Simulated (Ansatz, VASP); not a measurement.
**Al2O3 (liquid Al2O3 at 2400 K): VASP beside Ansatz**

Wanted: the spread between two codes on one cell, functional and k mesh. The cell is taken from a series of runs on this material, whose earlier steps may have relaxed, scaled, displaced or heated it; both programs get it as it stands.

Calculated with Ansatz 0.2.0; plane waves, with VASP 6.6.1 beside it; single point at PBEsol.

## (1) The starting structure

The cell holds 135 atoms: 54 Al and 81 O. Cell: a = 11.608 Å, b = 11.608 Å, c = 11.608 Å, α = 90.0°, β = 90.0°, γ = 90.0°. As first built, before any earlier steps moved the atoms (in the runner's words): 135 atoms (54 Al, 81 O) placed at random at 2.92 g/cm^3, melted at 4500 K for 20 ps at fixed volume with the Morse and Coulomb pair potential with partial charges (Pedone, Malavasi, Menziani, Cormack and Segre, J. Phys. Chem. B 110, 11780 (2006)). Snapshot at the end of a hold of 20 ps at 2400 K and fixed volume. The density is a measured one.

## (2) Ansatz: single point, PBEsol

Ansatz runs on its default PAW (the set named soft_2) files.

A single point gives forces, pressure and levels at one fixed geometry, so differences don't come from the geometry; what else differs is listed under the comparison.

Input file input.yaml:

```yaml
crystal:
  lattice:
    - [11.6084, 0.0, 0.0]
    - [0.0, 11.6084, 0.0]
    - [0.0, 0.0, 11.6084]
  atoms:
    - { symbol: Al, position: [0.49206, 0.73836, 0.64875] }
    - { symbol: Al, position: [0.50308, 0.66782, 0.42222] }
    - { symbol: Al, position: [0.18017, 0.24431, 0.33566] }
    - { symbol: Al, position: [0.51847, 0.85022, 0.26179] }
    - { symbol: Al, position: [0.78477, 0.8803, 0.24176] }
    - { symbol: Al, position: [0.53637, 0.04576, 0.46982] }
    - { symbol: Al, position: [0.92405, 0.00051, 0.92866] }
    - { symbol: Al, position: [0.06626, 0.05125, 0.40239] }
    - { symbol: Al, position: [0.86837, 0.63555, 0.4298] }
    - { symbol: Al, position: [0.50258, 0.57018, 0.19068] }
    - { symbol: Al, position: [0.39664, 0.31637, 0.1597] }
    - { symbol: Al, position: [0.75268, 0.97381, 0.71822] }
    - { symbol: Al, position: [0.85744, 0.66446, 0.11195] }
    - { symbol: Al, position: [0.51606, 0.30245, 0.51145] }
    - { symbol: Al, position: [0.35058, 0.27039, 0.84132] }
    - { symbol: Al, position: [0.06139, 0.87266, 0.16046] }
    - { symbol: Al, position: [0.50646, 0.95869, 0.84195] }
    - { symbol: Al, position: [0.70969, 0.0543, 0.05157] }
    - { symbol: Al, position: [0.44541, 0.45367, 0.94246] }
    - { symbol: Al, position: [0.19617, 0.4624, 0.80473] }
    - { symbol: Al, position: [0.07722, 0.25585, 0.84034] }
    - { symbol: Al, position: [0.08591, 0.76918, 0.94274] }
    - { symbol: Al, position: [0.71951, 0.479, 0.85044] }
    - { symbol: Al, position: [0.34817, 0.79868, 0.11356] }
    - { symbol: Al, position: [0.69038, 0.82977, 0.48738] }
    - { symbol: Al, position: [0.76471, 0.34148, 0.41898] }
    - { symbol: Al, position: [0.4459, 0.70461, 0.87512] }
    - { symbol: Al, position: [0.00981, 0.78725, 0.53979] }
    - { symbol: Al, position: [0.15, 0.59445, 0.53307] }
    - { symbol: Al, position: [0.3407, 0.44696, 0.35996] }
[... 99 atom lines left out ...]
    - { symbol: O, position: [0.29236, 0.50158, 0.92155] }
    - { symbol: O, position: [0.13588, 0.96431, 0.23005] }
    - { symbol: O, position: [0.5049, 0.07875, 0.97658] }
    - { symbol: O, position: [0.36081, 0.94207, 0.15676] }
    - { symbol: O, position: [0.59609, 0.75972, 0.38715] }
    - { symbol: O, position: [0.06503, 0.94844, 0.98198] }
kpoints:
  mp_grid: { grid: [1, 1, 1] }
hamiltonian:
  xc: pbesol
scf:
  occupations: { method: fermi_dirac, width: 0.025 }
output:
  forces: true
  stress: true
  populations: true
  dos:
    method: { smearing: { sigma: 0.15 } }
    de: 0.1
    projected: { site_lists: { Al: [Al], O: [O] } }
  eigenvalues: true
```

Command:

```
> ansatz run input.yaml --threads 4 --pin off --max-ram 8192MiB --backend cpu --events-out ev --progress --plain --runs-dir out
```

Numbers of over 12 decimals in the logs are rounded to 6 here.

Log:

```text
Engine: ansatz 0.2.0, x86_64-unknown-linux-gnu
Pseudopotentials: kind: paw
Pseudopotential: Al, paw, valence charge 3, recommended cutoff 420 eV (normal), Al.paw.azcp
Pseudopotential: O, paw, valence charge 6, recommended cutoff 420 eV (normal), O.paw.azcp
Functional definition: PBEsol
  exchange = pbesol_x
  correlation = pbesol_c
Crystal: 135 atoms, lattice volume = 1564.289 Å³
Basis set: ecut = 420 eV, 30647 PW (Γ), exchange–correlation on 160×160×160 points (8 copies of the dense FFT grid, shifted against one another)
Bands: 459, of which v1, the nominal top of the filled ones, is band 324 counted from 1 (323 counted from 0)
Symmetry: 1 space group operations
Space group: P1 (ITA 1), of the structure as read, at distance tolerance 1.2e-4 Å
k-points: 1
Non-local potential: Al, projectors of the file, l = 0: 2, l = 1: 2, l = 2: 1
Non-local potential: O, projectors of the file, l = 0: 2, l = 1: 2, l = 2: 1
PAW form: soft (Blöchl's): semilocal exchange-correlation on the pseudo side does not see the compensation charge
PAW frozen core: Al, regenerated for the run's functional, and the local potential with it (the file was generated under x = pbe(κ = 0.804, μ = 0.219515), c = pbe(β = 0.066725))
PAW frozen core: O, regenerated for the run's functional, and the local potential with it (the file was generated under x = pbe(κ = 0.804, μ = 0.219515), c = pbe(β = 0.066725))
PAW one-centre angular grid: Al, 110 points (default); XC on 64 Gauss nodes
PAW one-centre angular grid: O, 110 points (default); XC on 64 Gauss nodes
Initial density: superposition of atomic densities (neutral atoms: chi_scale 0, normalization atom), corrected by the library's trained network
Initial wavefunctions: pseudopotential atomic-orbital guess
Functional: x = pbesol(κ = 0.804, μ = 0.123457), c = pbesol(β = 0.046)
SCF iter   1: F=—  HF=-73874.274726 eV  |F-HF|=—  |Δ(HF+E_count)|=         —  Δρ=1.30e-2  dr2=2.22e0  ethr=1.77e-3  ⟨swp⟩=6.0  Hψ=2064  notcnv=0  defer=57
preconditioner: auto → Resta (q_TF=auto, 2.356 Å⁻¹)  ε∞=3.8  [insulator: Δε(μ)=1.121 eV  Ē_g=14.369 eV  σ=0.025 eV  W_gap=1.00  n_scr=340 (ndim 8)  ℏωp=23.9 eV  f_vac=0.045  D(μ)=0.00/eV (n_scr^D=0)  ε∞_Penn≈3.8]
SCF iter   2: F=—  HF=-73873.663286 eV  |F-HF|=—  |Δ(HF+E_count)|=   6.11e-1  Δρ=2.77e-3  dr2=1.04e-1  ethr=3.43e-4  ⟨swp⟩=2.0  Hψ=783  notcnv=0  defer=130
SCF iter   3: F=—  HF=-73873.651805 eV  |F-HF|=—  |Δ(HF+E_count)|=   1.15e-2  Δρ=1.25e-3  dr2=3.46e-2  ethr=1.61e-5  ⟨swp⟩=2.0  Hψ=596  notcnv=0  defer=130
SCF iter   4: F=—  HF=-73873.651762 eV  |F-HF|=—  |Δ(HF+E_count)|=   4.26e-5  Δρ=1.14e-3  dr2=1.88e-2  ethr=5.34e-6  ⟨swp⟩=2.0  Hψ=589  notcnv=0  defer=130
SCF iter   5: F=—  HF=-73873.648260 eV  |F-HF|=—  |Δ(HF+E_count)|=   3.50e-3  Δρ=2.02e-4  dr2=8.30e-4  ethr=2.90e-6  ⟨swp⟩=2.0  Hψ=611  notcnv=0  defer=130
SCF iter   6: F=—  HF=-73873.648425 eV  |F-HF|=—  |Δ(HF+E_count)|=   1.65e-4  Δρ=1.49e-4  dr2=3.13e-4  ethr=1.28e-7  ⟨swp⟩=2.0  Hψ=653  notcnv=0  defer=130
SCF iter   7: F=—  HF=-73873.648424 eV  |F-HF|=—  |Δ(HF+E_count)|=   9.66e-7  Δρ=2.89e-5  dr2=1.49e-5  ethr=4.83e-8  ⟨swp⟩=2.0  Hψ=613  notcnv=0  defer=130
SCF iter   8: F=—  HF=-73873.648731 eV  |F-HF|=—  |Δ(HF+E_count)|=   3.07e-4  Δρ=2.22e-5  dr2=7.19e-6  ethr=2.30e-9  ⟨swp⟩=2.0  Hψ=783  notcnv=0  defer=130
SCF iter   9: F=—  HF=-73873.648734 eV  |F-HF|=—  |Δ(HF+E_count)|=   2.31e-6  Δρ=7.30e-6  dr2=8.90e-7  ethr=1.11e-9  ⟨swp⟩=2.0  Hψ=653  notcnv=0  defer=130
SCF iter  10: F=—  HF=-73873.648735 eV  |F-HF|=—  |Δ(HF+E_count)|=   9.32e-7  Δρ=2.80e-6  dr2=1.62e-7  ethr=1.37e-10  ⟨swp⟩=2.0  Hψ=652  notcnv=0  defer=130
SCF iter  11: F=-73873.648735 eV  HF=-73873.648735 eV  |F-HF|=1.57e-8  |Δ(HF+E_count)|=   2.14e-7  Δρ=2.47e-6  dr2=8.80e-8  ethr=1.54e-11  ⟨swp⟩=17.0  Hψ=2637  notcnv=0
SCF 1 converged in 11 iterations: F = -73873.648735 eV  dr2 = 8.80e-8
  greatest PAW one-centre occupation: 0.873 electrons in one spin orbital (limit 2), on the O atom at site 119 (counted from 0), in its partial waves of l = 0
SCF converged after 11 iterations
Free energy (F): -73873.648735 eV
Harris-Foulkes:  -73873.648735 eV  (|F-HF|=1.57e-8)
Internal energy: -73873.648735 eV  (E = F + TS)
E sigma→0 (E₀):  -73873.648735 eV
Fermi energy:    6.296074 eV
--- Per-component energies (eV) ---
  E_band       = -1305.344229
  E_kinetic    = 15722.507477
  E_local      = -36414.615723  (includes V_loc(G=0)·N_el)
  E_nonlocal   = 4463.712485
  E_hartree    = 13649.854749
  E_xc         = -8091.003910
  E_vxc        = -9227.272546  (∫ρ·V_xc dr)
  E_paw        = -36952.722482  (= ΣΔE_a)
  E_vpaw       = -3149.587187  (= ΣTr[D̂ρ^β])
  E_aug_tail   = 0.202621  (compensation charges beyond the density's cutoff)
  E_ewald      = -26255.475780
  E_core_change = 3.891828  (= ΣΔE_core)
  E_smearing   = -0.000000  (= −TS)
  E_closure    = -0.000000  (closes the sum)
[...]
atom 118  O      4.04584373     1.34633915     3.33017105
  atom 119  O      1.32393169     0.04651384    -1.53299056
  atom 120  O      0.29479942     1.94048139    -1.81039702
  atom 121  O     -0.16488682    -2.65909326    -1.77365868
  atom 122  O      2.61233315     0.26532208     1.93514673
  atom 123  O      0.08879893    -1.03078993    -2.91831482
  atom 124  O     -2.64454439     0.89748824     2.69703968
  atom 125  O      1.28500338    -1.55522051     1.43625341
  atom 126  O      0.64032098     1.30123598    -1.87817557
  atom 127  O      0.27147723    -0.49913890     0.24830167
  atom 128  O     -2.15097456    -1.57010225     0.74143365
  atom 129  O     -0.27081790     0.66866313     1.10675960
  atom 130  O      1.21517296     0.35600745     0.13869171
  atom 131  O      1.95603087     3.75483800     2.89172250
  atom 132  O     -0.33871352    -0.12380161     0.89828591
  atom 133  O      3.00662347    -3.25266475    -3.96869289
  atom 134  O      2.06008872     4.62132430    -1.72613076
  atom 135  O      0.97652212     1.50950053     0.00738993
  max |Σ_I F_I| component: 8.62e-5 eV/Å
--- Stress (GPa, compression-positive) ---
        6.124928       0.742786       0.909971
        0.742784       2.303182       1.793853
        0.909962       1.793851       3.042173
  P = ⅓ Tr σ = 3.8234 GPa (38.234 kbar)
--- Band table (eV) ---
  k-point 0: bands = [... 320 lower, 4.9016, 5.0000, 5.2357, 5.7779, 6.8142, 7.9080, 8.2327, 8.3186, ... 131 higher]
--- Löwdin populations: 135 sites ---
  site symbol       q [e]
     0     Al      1.6528
     1     Al      1.6357
     2     Al      1.6534
     3     Al      1.6354
     4     Al      1.6341
     5     Al      1.6698
     6     Al      1.6691
     7     Al      1.7716
     8     Al      1.6292
     9     Al      1.6295
    10     Al      1.6637
    11     Al      1.7221
    12     Al      1.6526
    13     Al      1.6273
    14     Al      1.6910
    15     Al      1.6610
    16     Al      1.6831
    17     Al      1.6859
    18     Al      1.7805
    19     Al      1.6499
    20     Al      1.6861
    21     Al      1.7450
    22     Al      1.7036
    23     Al      1.6118
[...]
127      O      6.7774
   128      O      6.7915
   129      O      6.7786
   130      O      6.8198
   131      O      6.7800
   132      O      6.8217
   133      O      6.8365
   134      O      6.7793
  spilling = 0.008997 (of n_electrons = 648.000000)
```

## (3) VASP: single point, PBEsol

The same cell, functional, mesh and smearing now go to VASP, with its own data sets.

Lines of VASP's logs that name or quote its potential files are left out, and so is its time.

Input file INCAR:

```
SYSTEM = Al2O3
PREC = Accurate
ENCUT = 600
EDIFF = 1E-06
NELM = 120
ISMEAR = -1
SIGMA = 0.025
LREAL = Auto
ALGO = Normal
GGA = PS
NBANDS = 418
LORBIT = 11
LWAVE = .FALSE.
LCHARG = .FALSE.
ISIF = 2
LASPH = .TRUE.
GGA_COMPAT = .FALSE.
EFERMI = MIDGAP
```

Input file POSCAR:

```
Al2O3
1.0
   11.6084000000      0.0000000000      0.0000000000
    0.0000000000     11.6084000000      0.0000000000
    0.0000000000      0.0000000000     11.6084000000
Al O
54 81
Direct
    0.4920600000      0.7383600000      0.6487500000
    0.5030800000      0.6678200000      0.4222200000
    0.1801700000      0.2443100000      0.3356600000
    0.5184700000      0.8502200000      0.2617900000
    0.7847700000      0.8803000000      0.2417600000
    0.5363700000      0.0457600000      0.4698200000
    0.9240500000      0.0005100000      0.9286600000
    0.0662600000      0.0512500000      0.4023900000
    0.8683700000      0.6355500000      0.4298000000
    0.5025800000      0.5701800000      0.1906800000
    0.3966400000      0.3163700000      0.1597000000
    0.7526800000      0.9738100000      0.7182200000
    0.8574400000      0.6644600000      0.1119500000
    0.5160600000      0.3024500000      0.5114500000
    0.3505800000      0.2703900000      0.8413200000
    0.0613900000      0.8726600000      0.1604600000
    0.5064600000      0.9586900000      0.8419500000
    0.7096900000      0.0543000000      0.0515700000
    0.4454100000      0.4536700000      0.9424600000
    0.1961700000      0.4624000000      0.8047300000
    0.0772200000      0.2558500000      0.8403400000
    0.0859100000      0.7691800000      0.9427400000
    0.7195100000      0.4790000000      0.8504400000
    0.3481700000      0.7986800000      0.1135600000
    0.6903800000      0.8297700000      0.4873800000
    0.7647100000      0.3414800000      0.4189800000
    0.4459000000      0.7046100000      0.8751200000
    0.0098100000      0.7872500000      0.5397900000
    0.1500000000      0.5944500000      0.5330700000
    0.3407000000      0.4469600000      0.3599600000
[... 99 atom lines left out ...]
    0.2923600000      0.5015800000      0.9215500000
    0.1358800000      0.9643100000      0.2300500000
    0.5049000000      0.0787500000      0.9765800000
    0.3608100000      0.9420700000      0.1567600000
    0.5960900000      0.7597200000      0.3871500000
    0.0650300000      0.9484400000      0.9819800000
```

Input file KPOINTS:

```
Automatic mesh
0
Gamma
1 1 1
0 0 0
```

Potentials, in the order of the species: Al and O (PBE family, release 64).

Command:

```
> export OMP_NUM_THREADS=3
> mpirun -np 1 vasp_gam
```

Log:

```text
[banner, memory and clock lines left out]
running    1 mpi-ranks, on    1 nodes
[...]
Offloading initialized ...    1 GPUs detected
[...]
|                                                                             |
|               ----> ADVICE to this user running VASP <----                  |
|                                                                             |
|     You enforced a specific xc type in the INCAR file but a different       |
|     [... a line on the potential file left out ...]
|     I HOPE YOU KNOW WHAT YOU ARE DOING!                                     |
|                                                                             |

 LDA part: xc-table for (Slater+PW92), standard interpolation
 POSCAR, INCAR and KPOINTS ok, starting setup
[...]
entering main loop
       N       E                     dE             d eps       ncg     rms          rms(c)
DAV:   1     0.590240141987E+04    0.59024E+04   -0.40570E+05   844   0.170E+03
DAV:   2    -0.551524933043E+03   -0.64539E+04   -0.61822E+04  1040   0.375E+02
DAV:   3    -0.111275174651E+04   -0.56123E+03   -0.55610E+03   960   0.115E+02
DAV:   4    -0.112408301229E+04   -0.11331E+02   -0.11276E+02   976   0.178E+01
[...]
DAV:  17    -0.970385816034E+03   -0.83916E-05   -0.66619E-05   976   0.188E-02    0.121E-02
DAV:  18    -0.970385819605E+03   -0.35710E-05   -0.19717E-05   912   0.900E-03    0.835E-03
DAV:  19    -0.970385820566E+03   -0.96082E-06   -0.41858E-06   888   0.493E-03
   1 F= -.97038582E+03 E0= -.97038582E+03  d E =-.204585E-08
```

OUTCAR, selected parts (step 3):

```text
  FREE ENERGIE OF THE ION-ELECTRON SYSTEM (eV)
  ---------------------------------------------------
  free  energy   TOTEN  =      -970.3858205658 eV

  energy  without entropy=     -970.3858205638  energy(sigma->0) =     -970.38582056

[... 1 further part left out ...]
```

The run ends at a pressure of 4.06 GPa, with forces up to 11 eV/Å.

## (4) Differences

Known differences besides the potentials themselves: the cutoff is 420 eV in Ansatz and 600 eV in VASP (PREC = Accurate, projectors in real space); Ansatz makes its cores anew for this functional, VASP keeps those of its PBE data sets. Total energies have different zeros and are not compared.

Compared:

```tsv
quantity	Ansatz	VASP	difference
pressure (GPa)	3.82	4.06	-0.24
gap on the k mesh (eV)	1.036	1.039	-0.003
```

Forces on 7 of the 135 atoms, those with the largest forces and the largest differences (eV/Å; atoms numbered as in POSCAR):

```tsv
atom	Ansatz x, y, z	VASP x, y, z
Al7	5.272, -3.159, 7.648	5.369, -3.217, 7.789
Al21	-7.504, 2.286, 0.278	-7.668, 2.335, 0.222
Al38	-5.505, 5.347, -0.453	-5.600, 5.420, -0.501
Al41	1.786, -2.901, 7.495	1.801, -2.931, 7.538
O65	-2.994, 2.075, -10.157	-3.075, 2.089, -10.381
O92	-8.014, -2.457, 2.844	-8.225, -2.497, 2.914
O116	8.524, 6.074, -1.792	8.743, 6.200, -1.848
```

The forces differ by 61 meV/Å r.m.s., which is 2.4 % of the r.m.s. force of 2.505 eV/Å (both taken over all components). A gap on the mesh is an upper bound, since the band edges may lie between its points.

## (5) What came out

| Item | Value |
| --- | --- |
| r.m.s. force difference (single point, PBEsol) | 2.4 % of the r.m.s. force |

What this shows: The r.m.s. force difference is 2.4 % of the r.m.s. force (single point, PBEsol), within the 3 % picked in this series as the mark of a large difference. How closely two codes agree says nothing of how well the functional describes the real material.

[Lines on the potential files, build, host, timing and source positions are cut from VASP's logs without a mark.]

[Logs are printed without paths, hosts, clocks, repeated set-up lines and the standing remarks that a program may print on its own settings, such as how far it seeks lower states.]

[Hosts, paths, dates, database ids (printed as entryN), source tags and the programs' standing remarks are cut or masked in the printed files.]
